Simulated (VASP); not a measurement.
Calculation: PBE GGA, VASP's PBE PAW potentials (set 64) (plane waves; VASP 6.6.1).

The input files of a VASP run:

**POSCAR**
```
RuS
1
    0.0000000000     2.4675580000     2.4675580000
    2.4675580000     0.0000000000     2.4675580000
    2.4675580000     2.4675580000     0.0000000000
S Ru
1 1
Direct
  0.0000000000   0.0000000000   0.0000000000
  0.5000000000   0.5000000000   0.5000000000
```

### KPOINTS
```
Automatic mesh
0
Gamma
9 9 9
0 0 0
```

INCAR:
```
ALGO = Normal
EDIFF = 1E-6
EDIFFG = -0.01
ENCUT = 300
GGA = PE
IBRION = 2
ISIF = 3
ISMEAR = 0
LASPH = .TRUE.
LCHARG = .FALSE.
LMAXMIX = 4
LREAL = .FALSE.
LWAVE = .FALSE.
NELM = 100
NSW = 50
PREC = Accurate
SIGMA = 0.05
SYSTEM = RuS
```

POTCAR, in this order: S Ru_pv (PBE.64 set). Program: vasp_std.

### Question
What will the output report for the number of irreducible k-points (NKPTS), largest plane-wave count, number of space-group operations, FFT grid (NGX, NGY, NGZ)?

### Answer

The number of irreducible k-points (NKPTS) is 35 and the largest plane-wave count is 365. The number of space-group operations is 48. The FFT grid (NGX, NGY, NGZ) is 20 × 20 × 20.

The structure was generated: RuS was put into an ordered model structure, which need not be its known phase. This run relaxes it. Symmetry was kept, so distortions that lower it aren't found. The run is one of a series of settings (EDIFFG = -0.01, IBRION = 2, ISIF = 3, NSW = 50 against the base run), some of them coarse on purpose.
